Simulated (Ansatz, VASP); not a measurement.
# Ba: VASP beside Ansatz, part 2 of 2

Aim: how closely do two programs agree when they are given the same cell, functional and k mesh? The structure shown is the end of the Ansatz relaxation below.

VASP 6.6.1 and Ansatz 0.2.0.

So far: Set-up; Ansatz: relaxation, LDA.

## 3. VASP: single point, LDA

Level of this step: LDA; plane waves and PAW (Ba_sv) (VASP).

The same cell, functional (in two slightly different forms), mesh and smearing now go to VASP, with its own data sets.

Lines of VASP's logs that name or quote its potential files are left out, and so is its time.

Input file INCAR:

```
SYSTEM = Ba
PREC = Accurate
ENCUT = 400
EDIFF = 1E-06
NELM = 120
ISMEAR = 1
SIGMA = 0.2
LREAL = .FALSE.
ALGO = Normal
GGA = CA
NBANDS = 31
LORBIT = 11
LWAVE = .FALSE.
LCHARG = .FALSE.
ISIF = 2
LDIPOL = .TRUE.
IDIPOL = 3
DIPOL = 0.5 0.5 0.261
LVHAR = .TRUE.
LASPH = .TRUE.
GGA_COMPAT = .FALSE.
NELMDL = -8
KPAR = 2
```

Input file POSCAR:

```
Ba
1.0
    2.3082856175      3.4160618339      0.0000000000
   -2.3082856175      3.4160618339      0.0000000000
    0.0000000000      0.0000000000     52.1974011064
Ba
5
Direct
    0.0000000000      0.0000000000      0.1312942873
    0.5000000000      0.5000000000      0.1953492829
    0.0000000000      0.0000000000      0.2605369178
    0.5000000000      0.5000000000      0.3257245527
    0.0000000000      0.0000000000      0.3897795483
```

Input file KPOINTS:

```
Automatic mesh
0
Gamma
12 12 1
0 0 0
```

The projector-augmented-wave data sets are Ba_sv (LDA family, release 64).

Launch:

```
> mpirun -np 2 vasp_std
```

Numbers of over 12 decimals in the logs are rounded to 6 here.

The log of the run:

```text
[banner, memory and clock lines left out]
running    2 mpi-ranks, on    1 nodes
 distrk:  each k-point on    1 cores,    2 groups
 distr:  one band on    1 cores,    1 groups

 POSCAR found type information on POSCAR Ba
 POSCAR found :  1 types and       5 ions
 LDA part: xc-table for (Slater(with rela. corr.)+CA(PZ))
 , standard interpolation
|                                                                             |
|           W    W    AA    RRRRR   N    N  II  N    N   GGGG   !!!           |
|           W    W   A  A   R    R  NN   N  II  NN   N  G    G  !!!           |
|           W    W  A    A  R    R  N N  N  II  N N  N  G       !!!           |
|           W WW W  AAAAAA  RRRRR   N  N N  II  N  N N  G  GGG   !            |
|           WW  WW  A    A  R   R   N   NN  II  N   NN  G    G                |
|           W    W  A    A  R    R  N    N  II  N    N   GGGG   !!!           |
|                                                                             |
|     One of the lattice vectors is very long (>50 A), but AMIN is rather     |
|     large. This can spoil convergence since charge sloshing might occur     |
|     along the long lattice vector. If problems with convergence are         |
|     observed, try to decrease AMIN to a smaller value (e.g. 0.01).          |
|     Note: This warning only applies if the self-consistency cycle is        |
|     used.                                                                   |
|                                                                             |

 POSCAR, INCAR and KPOINTS ok, starting setup
 FFT: planning ... GRIDC
 FFT: planning ... GRID_SOFT
 FFT: planning ... GRID
 WAVECAR not read
 entering main loop
       N       E                     dE             d eps       ncg     rms          rms(c)
DAV:   1     0.477308024395E+03    0.47731E+03   -0.15963E+04  3138   0.935E+02
DAV:   2     0.508232099532E+02   -0.42648E+03   -0.42133E+03  4026   0.238E+02
DAV:   3    -0.865422004759E+01   -0.59477E+02   -0.58982E+02  3645   0.938E+01
DAV:   4    -0.117079898030E+02   -0.30538E+01   -0.30267E+01  4077   0.195E+01
DAV:   5    -0.117882431196E+02   -0.80253E-01   -0.79834E-01  4167   0.324E+00
DAV:   6    -0.117913990249E+02   -0.31559E-02   -0.31442E-02  3918   0.525E-01
DAV:   7    -0.117915139280E+02   -0.11490E-03   -0.11476E-03  4208   0.843E-02
DAV:   8    -0.117915219617E+02   -0.80337E-05   -0.80454E-05  3503   0.151E-02    0.503E+00
DAV:   9    -0.120630011329E+02   -0.27148E+00   -0.14585E+01  3844   0.107E+01    0.507E+00
DAV:  10    -0.108869909670E+02    0.11760E+01   -0.13927E+01  3844   0.588E+00    0.294E+00
DAV:  11    -0.104400395082E+02    0.44695E+00   -0.23756E+00  3557   0.414E+00    0.501E-01
DAV:  12    -0.104454371811E+02   -0.53977E-02   -0.21768E-01  3676   0.127E+00    0.406E-01
DAV:  13    -0.104405374258E+02    0.48998E-02   -0.34882E-02  3670   0.649E-01    0.219E-01
DAV:  14    -0.104328072360E+02    0.77302E-02   -0.28077E-02  3545   0.336E-01    0.153E-01
[...]
DAV:  22    -0.104347188770E+02   -0.90749E-04   -0.91163E-06  2628   0.443E-03    0.254E-03
DAV:  23    -0.104347645516E+02   -0.45675E-04   -0.26429E-06  2455   0.434E-03    0.964E-04
DAV:  24    -0.104347933768E+02   -0.28825E-04   -0.18553E-06  2366   0.202E-03    0.571E-04
DAV:  25    -0.104348045431E+02   -0.11166E-04   -0.39039E-07  2231   0.120E-03    0.358E-04
DAV:  26    -0.104348125533E+02   -0.80102E-05   -0.25481E-07  2120   0.875E-04    0.237E-04
DAV:  27    -0.104348155204E+02   -0.29670E-05   -0.77327E-08  1998   0.645E-04    0.140E-04
DAV:  28    -0.104348173212E+02   -0.18008E-05   -0.44421E-08  1956   0.431E-04    0.805E-05
DAV:  29    -0.104348181980E+02   -0.87677E-06   -0.27933E-08  1935   0.341E-04
   1 F= -.10434818E+02 E0= -.10440493E+02  d E =0.170254E-01
```

Parts of OUTCAR (step 3):

```text
ion  position               nearest neighbor table
   1  0.000  0.000  0.131-   2 4.06   2 4.06
   2  0.500  0.500  0.195-   1 4.06   1 4.06   3 4.11   3 4.11
   3  0.000  0.000  0.261-   4 4.11   4 4.11   2 4.11   2 4.11
   4  0.500  0.500  0.326-   5 4.06   5 4.06   3 4.11   3 4.11
   5  0.000  0.000  0.390-   4 4.06   4 4.06

  LATTYP: Found a base centered orthorhombic cell.
 ALAT       =     4.6165712350
 B/A-ratio  =     1.4799129744
 C/A-ratio  =    11.3065299872

 Subroutine GETGRP returns: Found  8 space group operations
 (whereof  4 operations were pure point group operations)

The static configuration has the point symmetry C_2v.
 The point group associated with its full space group is D_2h.

 Found     43 irreducible k-points:

   k-points           NKPTS =     43   k-points in BZ     NKDIM =     43   number of bands    NBANDS=     31

   dimension x,y,z NGX =    28 NGY =   28 NGZ =  350
   dimension x,y,z NGXF=    56 NGYF=   56 NGZF=  700

   ENCUT  =  400.0 eV  29.40 Ry    5.42 a.u.   6.72  6.72 85.12*2*pi/ulx,y,z

   NELECT =      50.0000    total number of electrons

 k-points in reciprocal lattice and weights: Automatic mesh
   0.00000000  0.00000000  0.00000000       0.007
   0.08333333 -0.00000000  0.00000000       0.028
   0.16666667 -0.00000000  0.00000000       0.028
   0.25000000  0.00000000  0.00000000       0.028
   0.33333333 -0.00000000  0.00000000       0.028
   0.41666667 -0.00000000  0.00000000       0.028
   0.50000000  0.00000000  0.00000000       0.014
   0.08333333  0.08333333  0.00000000       0.014
   0.16666667  0.08333333  0.00000000       0.028
[...]
-0.41666667  0.41666667  0.00000000       0.014
   0.50000000  0.50000000  0.00000000       0.007

 dipolmoment           0.000000      0.000000     -0.000005 electrons x Angstroem

 average (electrostatic) potential at core
       1 -41.3412       2 -40.9029       3 -40.9666       4 -40.9029       5 -41.3412

 E-fermi :  -1.0349

 k-point     1 :       0.0000    0.0000    0.0000
  band No.  band energies     occupation
    ...
     21      -3.7315      2.00000
     22      -3.3855      2.00000
     23      -2.8770      2.00000
     24      -2.3819      2.00000
     25      -2.1261      2.00000
     26      -0.6654     -0.02535
     27      -0.6378     -0.01676
     28      -0.2122     -0.00000
     29      -0.1108     -0.00000
     30       0.1676     -0.00000
    ...

 k-point     2 :       0.0833   -0.0000    0.0000
  band No.  band energies     occupation
    ...
     21      -3.6095      2.00000
     22      -3.2692      2.00000
     23      -2.7647      2.00000
     24      -2.2634      2.00000
     25      -1.9991      2.00000
     26      -0.6420     -0.01790
     27      -0.6084     -0.01018
     28      -0.2198     -0.00000
     29      -0.1287     -0.00000
     30       0.1088     -0.00000
    ...

 k-point     3 :       0.1667   -0.0000    0.0000
  band No.  band energies     occupation
    ...
     21      -3.2693      2.00000
     22      -2.9527      2.00000
     23      -2.4719      2.00000
     24      -1.9605      2.00000
     25      -1.6597      2.00009
     26      -0.6045     -0.00949
     27      -0.5679     -0.00469
     28      -0.2806     -0.00000
     29      -0.2318     -0.00000
     30      -0.1036     -0.00000
    ...

  Total        0.1413136      0.1177862      0.1203376      0.0000000      0.0000000      0.0000000
  in kB        0.2750428      0.2292508      0.2342166      0.0000000      0.0000000      0.0000000
  external PRESSURE =       0.2461701 kB  Pullay stress =       0.0000000 kB

  energy-cutoff  :      400.00
  volume of cell :      823.18
      direct lattice vectors                 reciprocal lattice vectors
     2.308285618  3.416061834  0.000000000     0.216610976  0.146367374  0.000000000
    -2.308285618  3.416061834  0.000000000    -0.216610976  0.146367374  0.000000000
     0.000000000  0.000000000 52.197401106     0.000000000  0.000000000  0.019158042

 POSITION                                       TOTAL-FORCE (eV/Angst)
 -----------------------------------------------------------------------------------
      0.00000      0.00000      6.85322         0.000000      0.000000     -0.011752
      0.00000      3.41606     10.19672         0.000000      0.000000      0.002431
      0.00000      0.00000     13.59935         0.000000     -0.000000      0.000000
      0.00000      3.41606     17.00198         0.000000     -0.000000     -0.002431
      0.00000      0.00000     20.34548         0.000000     -0.000000      0.011752
 -----------------------------------------------------------------------------------
    total drift:                               -0.000000      0.000000     -0.000066

  FREE ENERGIE OF THE ION-ELECTRON SYSTEM (eV)
  ---------------------------------------------------
  free  energy   TOTEN  =       -10.4348181980 eV

  energy  without entropy=      -10.4518436205  energy(sigma->0) =      -10.44049334

 vacuum level on the upper side and lower side of the slab         1.553         1.554

 total charge
# of ion       s       p       d       tot
------------------------------------------
    1        2.083   5.525   0.321   7.929
    2        2.081   5.517   0.356   7.954
    3        2.080   5.522   0.343   7.945
    4        2.081   5.517   0.356   7.954
    5        2.083   5.525   0.321   7.929
--------------------------------------------------
tot         10.408  27.606   1.697  39.710

[... 3 further parts left out ...]
```

The run ends at a pressure of 0.02 GPa, with forces up to 0.012 eV/Å.

## 4. Differences

Known differences besides the potentials themselves: the two LDA forms differ slightly; Ansatz cuts the interaction across the vacuum, VASP repeats the sheet with a dipole correction; the cutoff is 420 eV in Ansatz and 400 eV in VASP; VASP's log shows a relativistic correction to its local exchange, Ansatz's none. Total energies have different zeros and are not compared.

At this near-relaxed geometry the largest component of a force difference is 12 meV/Å. With vacuum in the cell, a pressure given here is an average over mostly empty space and none of the material.

## 5. What came out

| Item | Value |
| --- | --- |
| r.m.s. force difference (single point, LDA) | 4.4 meV/Å |

The r.m.s. force difference is 4.4 meV/Å (single point, LDA), within the 12 meV/Å picked in this series as the mark of a large difference. Such differences can come from data sets, numerical settings and the points named under the comparisons, not from the functional's error against experiment.

[Lines on the potential files, build, host, timing and source positions are cut from VASP's logs without a mark.]

[Logs are printed without paths, hosts, clocks, repeated set-up lines and the standing remarks that a program may print on its own settings, such as how far it seeks lower states.]

[Hosts, paths, dates, database ids (printed as entryN), source tags and the programs' standing remarks are cut or masked in the printed files.]
